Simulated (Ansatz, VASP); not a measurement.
# BiTe in two plane-wave programs

One calculation is typed for both programs; each brings its own data sets. How far apart do they land? The cell is taken from a series of runs on this material, whose earlier steps may have relaxed, scaled, displaced or heated it; both programs get it as it stands.

Main program and level: Ansatz 0.2.0; plane waves, with VASP 6.6.1 beside it; zone-centre phonons at PBEsol.

### 1. The starting structure

Symmetry: Cmcm, No. 63, orthorhombic system. The conventional cell has a = 6.391 Å, b = 6.400 Å, c = 6.396 Å, α = 90.00°, β = 90.00°, γ = 90.00°. Nearest to Bi lie 6 Te at 3.15 to 3.25 Å. Te has 6 Bi at 3.15 to 3.25 Å nearest. Farther neighbours and most contacts between anions are not listed.

Coordinates:

```cif
data_structure
_symmetry_space_group_name_H-M 'P 1'
_symmetry_Int_Tables_number 1
_cell_length_a 4.5223
_cell_length_b 4.5223
_cell_length_c 6.3957
_cell_angle_alpha 90.000
_cell_angle_beta 90.000
_cell_angle_gamma 90.087
_cell_volume 130.80
loop_
_atom_site_label
_atom_site_type_symbol
_atom_site_fract_x
_atom_site_fract_y
_atom_site_fract_z
_atom_site_occupancy
Bi1 Bi 0.25754 0.74246 0.25000 1
Bi2 Bi 0.74246 0.25754 0.75000 1
Te3 Te 0.23526 0.76474 0.75000 1
Te4 Te 0.76474 0.23526 0.25000 1
```

### 2. Ansatz: zone-centre phonons, PBEsol

Ansatz runs on its PAW soft_1 files.

Second derivatives magnify differences that forces hide, and they need a tight electronic threshold.

File input.yaml:

```yaml
crystal:
  lattice:
    - [3.1953153536, -3.2001637164, 0.0]
    - [3.1953153536, 3.2001637164, 0.0]
    - [0.0, 0.0, 6.3957118186]
  atoms:
    - { symbol: Bi, position: [0.2575437806, 0.7424562194, 0.25] }
    - { symbol: Bi, position: [0.7424562194, 0.2575437806, 0.75] }
    - { symbol: Te, position: [0.2352555673, 0.7647444327, 0.75] }
    - { symbol: Te, position: [0.7647444327, 0.2352555673, 0.25] }
kpoints:
  mp_grid: { grid: [10, 10, 8] }
hamiltonian:
  xc: pbesol
  pseudopotentials: { kind: paw, azcp: { folder: soft_1 }, xc_functional: pbe }
scf:
  occupations: { method: methfessel_paxton, width: 0.2 }
output:
  eigenvalues: true
phonons:
  method: dfpt
```

Launch:

```console
$ ansatz run input.yaml --threads 4 --pin off --max-ram 10240MiB --backend cpu --events-out ev --progress --plain --runs-dir out
```

Numbers of over 12 decimals in the logs are rounded to 6 here.

Output:

```text
zone centre: on kpoints.mp_grid the ground state, and the responses unless they are solved on pairs of k-points, stand on 155 of the mesh's 800 k-points, reduced under 4 symmetry operations, with k and −k counted as one. Each operation leaves every solved displacement unchanged or reverses it
Engine: ansatz 0.2.0, aarch64-unknown-linux-gnu
Pseudopotentials: kind: paw
Pseudopotential: Bi, paw, valence charge 15, recommended cutoff 420 eV (normal), soft_1/Bi.paw.azcp
Pseudopotential: Te, paw, valence charge 16, recommended cutoff 420 eV (normal), soft_1/Te.paw.azcp
Functional definition: PBEsol
  exchange = pbesol_x
  correlation = pbesol_c
Crystal: 4 atoms, lattice volume = 130.799 Å³
Basis set: ecut = 420 eV, 2541 PW (Γ), exchange–correlation on 64×64×96 points (8 copies of the dense FFT grid, shifted against one another)
Bands: 38, of which v1, the nominal top of the filled ones, is band 31 counted from 1 (30 counted from 0)
Symmetry: 8 space group operations
k-points: 155 of 800 (irreducible under 4 space group operations, time reversal used)
Non-local potential: Bi, projectors of the file, l = 0: 2, l = 1: 2, l = 2: 2, l = 3: 1
Non-local potential: Te, projectors of the file, l = 0: 2, l = 1: 2, l = 2: 2, l = 3: 1
PAW form: soft (Blöchl's): semilocal exchange-correlation on the pseudo side does not see the compensation charge
PAW frozen core: Bi, regenerated for the run's functional, and the local potential with it (the file was generated under x = pbe(κ = 0.804, μ = 0.219515), c = pbe(β = 0.066725))
PAW frozen core: Te, regenerated for the run's functional, and the local potential with it (the file was generated under x = pbe(κ = 0.804, μ = 0.219515), c = pbe(β = 0.066725))
PAW one-centre angular grid: Bi, 590 points (default); XC on 64 Gauss nodes
PAW one-centre angular grid: Te, 590 points (default); XC on 64 Gauss nodes
Initial density: superposition of atomic densities (chi_scale 0.1, normalization cell, long waves kept (reshape's long-wave potential 0.00 eV rms))
Initial wavefunctions: pseudopotential atomic-orbital guess
Functional: x = pbesol(κ = 0.804, μ = 0.123457), c = pbesol(β = 0.046)
SCF iter   1: F=—  HF=-38292.473833 eV  |F-HF|=—  |Δ(HF+E_count)|=         —  Δρ=9.53e-3  dr2=1.11e-1  ethr=3.10e-3  ⟨swp⟩=10.2  Hψ=28264  notcnv=0
preconditioner: auto → Kerker (q_TF=auto, 2.409 Å⁻¹)  [metal: Δε(μ)=0.013 eV  Ē_g=8.695 eV  σ=0.200 eV  W_gap=0.06  n_scr=36 (ndim 8)  ℏωp=15.2 eV  f_vac=0.000  D(μ)=2.46/eV (n_scr^D=14)]
SCF iter   2: F=—  HF=-38292.463236 eV  |F-HF|=—  |Δ(HF+E_count)|=   1.06e-2  S|Δr|=    0.00e0  Δρ=6.22e-3  dr2=4.96e-2  ethr=1.79e-4  ⟨swp⟩=1.1  Hψ=7172  notcnv=0  defer=7
SCF iter   3: F=—  HF=-38292.457798 eV  |F-HF|=—  |Δ(HF+E_count)|=   5.44e-3  S|Δr|=    0.00e0  Δρ=8.17e-4  dr2=8.52e-4  ethr=7.99e-5  ⟨swp⟩=2.7  Hψ=10365  notcnv=0  defer=7
SCF iter   4: F=—  HF=-38292.458008 eV  |F-HF|=—  |Δ(HF+E_count)|=   2.11e-4  S|Δr|=    0.00e0  Δρ=2.77e-4  dr2=1.39e-4  ethr=1.37e-6  ⟨swp⟩=2.0  Hψ=8462  notcnv=0  defer=7
SCF iter   5: F=—  HF=-38292.458072 eV  |F-HF|=—  |Δ(HF+E_count)|=   6.35e-5  S|Δr|=    0.00e0  Δρ=1.29e-4  dr2=4.01e-5  ethr=2.24e-7  ⟨swp⟩=2.2  Hψ=8972  notcnv=0  defer=7
SCF iter   6: F=—  HF=-38292.458092 eV  |F-HF|=—  |Δ(HF+E_count)|=   2.04e-5  S|Δr|=    0.00e0  Δρ=2.99e-5  dr2=1.78e-6  ethr=6.46e-8  ⟨swp⟩=2.0  Hψ=7228  notcnv=0  defer=7
SCF iter   7: F=—  HF=-38292.458089 eV  |F-HF|=—  |Δ(HF+E_count)|=   3.24e-6  S|Δr|=    0.00e0  Δρ=6.27e-6  dr2=6.82e-8  ethr=2.87e-9  ⟨swp⟩=2.0  Hψ=7432  notcnv=0  defer=9
SCF iter   8: F=—  HF=-38292.458089 eV  |F-HF|=—  |Δ(HF+E_count)|=   9.49e-9  S|Δr|=    0.00e0  Δρ=1.12e-6  dr2=1.61e-9  ethr=1.10e-10  ⟨swp⟩=2.0  Hψ=8983  notcnv=0  defer=9
SCF iter   9: F=—  HF=-38292.458089 eV  |F-HF|=—  |Δ(HF+E_count)|=  5.09e-10  S|Δr|=    0.00e0  Δρ=3.49e-7  dr2=1.83e-10  ethr=2.59e-12  ⟨swp⟩=2.0  Hψ=10509  notcnv=0  defer=9
SCF iter  10: F=-38292.458089 eV  HF=-38292.458089 eV  |F-HF|=0.00e0  |Δ(HF+E_count)|=  2.18e-11  S|Δr|=    0.00e0  Δρ=6.81e-8  dr2=6.31e-12  ethr=1.00e-12  ⟨swp⟩=9.5  Hψ=35888  notcnv=0
SCF 1 converged in 10 iterations: F = -38292.458089 eV  dr2 = 6.31e-12
  greatest PAW one-centre occupation: 0.998 electrons in one spin orbital (limit 2), on the Te atom at site 3 (counted from 0), in its partial waves of l = 2
DFPT response loops at Γ: preconditioner auto → Kerker (q_TF=auto, 2.409 Å⁻¹) (partly filled bands, converged f_vac=0.005); β = 1.00, the filter's whole step (`scf.mixing.beta` (0.50) is not read by the response loops under this deck's `scf.mixing.preconditioner`; to damp them name `kerker` or `kerker_dos`, under which they read `scf.mixing.beta`, and type it under 1.00, their step now; both keys bind the ground state too); Broyden in place of MSR1
SCF converged after 10 iterations
Stability not checked: this state was not tested for a lower state beside it, because cold or Methfessel-Paxton smearing, or corrected tetrahedra, fill the levels in a way that the test cannot read (fill_not_monotonic; see scf.lower_state_search)
Free energy (F): -38292.458089 eV
Harris-Foulkes:  -38292.458089 eV  (|F-HF|=0.00e0)
Internal energy: -38292.459100 eV  (E = F + TS)
E sigma→0 (E₀):  -38292.458342 eV
Entropy (-TS):   0.001011 eV (0.253 meV/atom)
Fermi energy:    10.208817 eV
--- Per-component energies (eV) ---
  E_band       = -705.002164
  E_kinetic    = 851.888672
  E_local      = -5753.940463  (includes V_loc(G=0)·N_el)
  E_nonlocal   = 956.164574
  E_hartree    = 2542.476363
  E_xc         = -545.357482
  E_vxc        = -467.331979  (∫ρ·V_xc dr)
  E_paw        = -30201.743523  (= ΣΔE_a)
  E_vpaw       = -1376.736228  (= ΣTr[D̂ρ^β])
  E_aug_tail   = 0.000588  (compensation charges beyond the density's cutoff)
  E_ewald      = -6142.877040
  E_core_change = 0.929211  (= ΣΔE_core)
  E_smearing   = 0.001011  (= −TS)
  E_closure    = 0.000000  (closes the sum)
  Σ components = -38292.458089   (vs F -38292.458089, Δ=0.00e0)
--- Band table (eV; the first three rows and the last of 155) ---
  k-point 0: bands = [... 27 lower, 7.5608, 7.5800, 7.6078, 12.2055, 12.4178, 12.4341, 12.5130, 13.8946, ... 3 higher]
  k-point 1: bands = [... 27 lower, 7.4839, 7.5009, 7.8501, 11.7658, 12.2431, 12.4618, 12.5530, 13.8158, ... 3 higher]
  k-point 2: bands = [... 27 lower, 7.2770, 7.2887, 8.4416, 10.5489, 12.3613, 12.5572, 12.6821, 13.5629, ... 3 higher]
  k-point 154: bands = [... 27 lower, 5.0120, 8.6148, 8.6148, 9.9487, 9.9487, 14.2481, 14.2481, 14.2522, ... 3 higher]
--- Phonons (Γ-DFPT): 6 representative perturbations + reference, on 155 of 800 k-points (Σ response iterations 18) ---
  k mesh reduced under 4 symmetry operations, with k and −k counted as one. Each operation leaves every solved displacement unchanged or reverses it
  ASR residual: 1.700e-4 → 0.000e0 eV/Å²; symmetrization residual: 1.928e-4 eV/Å²
  ASR residual per site (eV/Å²): 9.44e-5 9.44e-5 1.70e-4 1.70e-4
  Γ frequencies (cm⁻¹): -14.91 0.00 0.00 0.00 22.90 28.79 67.18 68.52 76.84 102.08 102.54 103.72
  non-analytic LO–TO correction: not included (Born effective charges unavailable; polar crystals: no LO–TO splitting at Γ)
```

Reading the cycles: dr2 is the Hartree energy of the density residual (eV), the measure of convergence; HF is the Harris–Foulkes estimate of the energy, which meets the free energy F at convergence.

(Part 1 of 3 ends here.)

[Lines on the potential files, build, host, timing and source positions are cut from VASP's logs without a mark.]

[Logs are printed without paths, hosts, clocks, repeated set-up lines and the standing remarks that a program may print on its own settings, such as how far it seeks lower states.]

[Hosts, paths, dates, database ids (printed as entryN), source tags and the programs' standing remarks are cut or masked in the printed files.]
